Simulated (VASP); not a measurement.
Method: LDA (Ceperley-Alder, Perdew-Zunger), VASP's LDA PAW potentials (set 64) (plane waves; VASP 6.6.1).

The input files of a VASP run:

POSCAR:
```
CdSe
1
    2.0876768308    -3.6159621154     0.0000000000
    2.0876768308     3.6159621154     0.0000000000
    0.0000000000     0.0000000000     6.8097133784
Cd Se
2 2
Direct
  0.6666670000   0.3333330000   0.5000118906
  0.3333330000   0.6666670000   0.0000118906
  0.6666670000   0.3333330000   0.8759881094
  0.3333330000   0.6666670000   0.3759881094
```

INCAR:
```
# general
SYSTEM  = CdSe
PREC    = Accurate
ENCUT   = 520
LREAL   = .False.
LASPH   = .True.

# electronic loop
EDIFF   = 1E-7
NELM    = 100
ALGO    = Normal
LMAXMIX = 4

# smearing
ISMEAR  = 0
SIGMA   = 0.05

# ions
IBRION  = 2
NSW     = 30
ISIF    = 4
EDIFFG  = -0.01

# output
LWAVE   = .False.
LCHARG  = .False.
```

File KPOINTS:
```
Automatic
0
G
7 7 4
```

POTCAR, in this order: Cd Se (LDA.64 set). Program: vasp_std.

Output

OSZICAR:
```
       N       E                     dE             d eps       ncg     rms          rms(c)
DAV:   1     0.255142066064E+03    0.25514E+03   -0.17567E+04  1056   0.149E+03
DAV:   2    -0.336528023421E+00   -0.25548E+03   -0.25036E+03  1158   0.367E+02
DAV:   3    -0.140653983073E+02   -0.13729E+02   -0.13691E+02  1266   0.844E+01
DAV:   4    -0.141839508237E+02   -0.11855E+00   -0.11851E+00  1164   0.767E+00
DAV:   5    -0.141849141521E+02   -0.96333E-03   -0.96324E-03  1290   0.633E-01    0.113E+01
DAV:   6    -0.134959198831E+02    0.68899E+00   -0.15677E+00  1376   0.142E+01    0.833E+00
DAV:   7    -0.134508203374E+02    0.45100E-01   -0.67805E-01  1176   0.485E+00    0.237E+00
DAV:   8    -0.134384958178E+02    0.12325E-01   -0.10721E-01  1152   0.374E+00    0.449E-01
DAV:   9    -0.134380099563E+02    0.48586E-03   -0.11519E-02  1218   0.142E+00    0.150E-01
DAV:  10    -0.134378905988E+02    0.11936E-03   -0.80430E-04  1260   0.381E-01    0.479E-02
DAV:  11    -0.134379007887E+02   -0.10190E-04   -0.70944E-05  1158   0.621E-02    0.137E-02
DAV:  12    -0.134379014006E+02   -0.61195E-06   -0.87249E-06  1224   0.355E-02    0.981E-03
DAV:  13    -0.134379011874E+02    0.21318E-06   -0.32401E-06  1262   0.229E-02    0.107E-03
DAV:  14    -0.134379011893E+02   -0.18449E-08   -0.14825E-07   780   0.375E-03
   1 F= -.13437901E+02 E0= -.13437901E+02  d E =-.134379E+02
       N       E                     dE             d eps       ncg     rms          rms(c)
DAV:   1    -0.134379546507E+02   -0.53463E-04   -0.12796E-02  1056   0.738E-01    0.250E-02
DAV:   2    -0.134379521712E+02    0.24795E-05   -0.11678E-04  1256   0.817E-02    0.136E-02
DAV:   3    -0.134379477384E+02    0.44328E-05   -0.47582E-06  1212   0.171E-02    0.719E-03
DAV:   4    -0.134379464925E+02    0.12460E-05   -0.22505E-06  1236   0.121E-02    0.228E-03
DAV:   5    -0.134379465029E+02   -0.10438E-07   -0.29625E-07   964   0.522E-03
   2 F= -.13437947E+02 E0= -.13437947E+02  d E =-.453136E-04
```

**OUTCAR**
```
------------------------ aborting loop because EDIFF is reached ----------------------------------------
  FORCE on cell =-STRESS in cart. coord.  units (eV):
  Direction    XX          YY          ZZ          XY          YZ          ZX
  --------------------------------------------------------------------------------------
  Total        2.6266705      2.6266702      2.6761556      0.0000000      0.0000000      0.0000000
  in kB       40.9326832     40.9326778     41.7038331      0.0000000      0.0000000      0.0000000
  external PRESSURE =      41.1897314 kB  Pullay stress =       0.0000000 kB
  volume of cell :      102.81
      direct lattice vectors                 reciprocal lattice vectors
     2.087467968 -3.615600341 -0.000000000     0.239524633 -0.138289621  0.000000000
     2.087467968  3.615600341 -0.000000000     0.239524633  0.138289621  0.000000000
     0.000000000  0.000000000  6.811076171     0.000000000  0.000000000  0.146819676
  FREE ENERGIE OF THE ION-ELECTRON SYSTEM (eV)
  ---------------------------------------------------
  free  energy   TOTEN  =       -13.4379465029 eV

  energy  without entropy=      -13.4379465029  energy(sigma->0) =      -13.43794650

 reached required accuracy - stopping structural energy minimisation
```
(Selected blocks of OUTCAR.)

CONTCAR:
```
CdSe
   1.00000000000000
     2.0874679682542134   -3.6156003405638506   -0.0000000000000000
     2.0874679682542134    3.6156003405638506   -0.0000000000000000
     0.0000000000000000    0.0000000000000000    6.8110761714096562
  Cd              Se
     2     2
Direct
     0.6666669999999968    0.3333330000000032    0.5001223940479330
     0.3333330000000032    0.6666669999999968    0.0001223940479331
     0.6666669999999968    0.3333330000000032    0.8758776059520647
     0.3333330000000032    0.6666669999999968    0.3758776059520646
```

The compound is CdSe in the wurtzite structure. This cell is one point of a volume scan, at 0.94 of the reference volume. Symmetry was kept, so distortions that lower it aren't found.
